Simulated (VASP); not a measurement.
Data:

```xyz
1
Lattice="0.0000 2.0540 2.0540 2.0540 0.0000 2.0540 2.0540 2.0540 0.0000" Properties=species:S:1:pos:R:3 pbc="T T T"
Pt     0.0000     0.0000     0.0000
```

These are vdW-DF2, VASP's PBE PAW potentials (set 64) (plane waves; VASP) values and carry that method's errors. Settings: 520 eV cut-off, 17×17×17 Γ-centred mesh, tetrahedra with Blöchl corrections, potentials Pt.

Unless said otherwise, spin-orbit coupling is left out, though it shifts the bands of the heavy elements here.

Q: Estimate the energy per atom (σ→0), band gap (on the k-mesh) with the smallest direct gap where there is one.

A: 
The band gap (on the k-mesh) is none (metal, semimetal or under 0.01 eV) and the energy per atom (σ→0) comes out as -2620 meV/atom.

The absolute energy has meaning only against runs of the same code, potentials and settings.

The compound is Pt in the fcc structure. It was relaxed first, which changed the volume by +15 %.
